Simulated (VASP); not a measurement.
Data:

```yaml
crystal:
  lattice:
    - [0.00000, 2.12217, 2.12217]
    - [2.12217, 0.00000, 2.12217]
    - [2.12217, 2.12217, 0.00000]
  atoms:
    - { symbol: Mg, position: [0.00000, 0.00000, 0.00000] }
    - { symbol: O, position: [0.50000, 0.50000, 0.50000] }
```

Level of theory: PW91 GGA, VASP's PBE PAW potentials (set 64) (plane waves; VASP). Numerical set-up: 520 eV cut-off, 11×11×11 Γ-centred mesh, Gaussian smearing of 0.050 eV, potentials Mg O.

Q: Give the energy at these volumes per atom, relative to the lowest: 8.97, 9.26, 9.55, 9.83, 10.12 Å³.

A: 19.0, 4.7, 0.0, 3.6, 14.2 meV/atom. A third-order Birch-Murnaghan fit gives B0 = 153 GPa and B0′ = 4.2.

Measured: bulk modulus 170 GPa at 0 K (computed value off by -10.0 %), as given by Daniel Mejia-Rodriguez et al., Physical Review B (2018), arXiv:1807.09216 [0 K value with the zero-point phonon effect removed]; a 4.189 Å at 0 K (computed value off by +1.3 %), as given by Daniel Mejia-Rodriguez et al., Physical Review B (2018), arXiv:1807.09216 [static lattice: zero-point anharmonic expansion removed].

The compound is MgO in the rock salt structure. It was relaxed first.
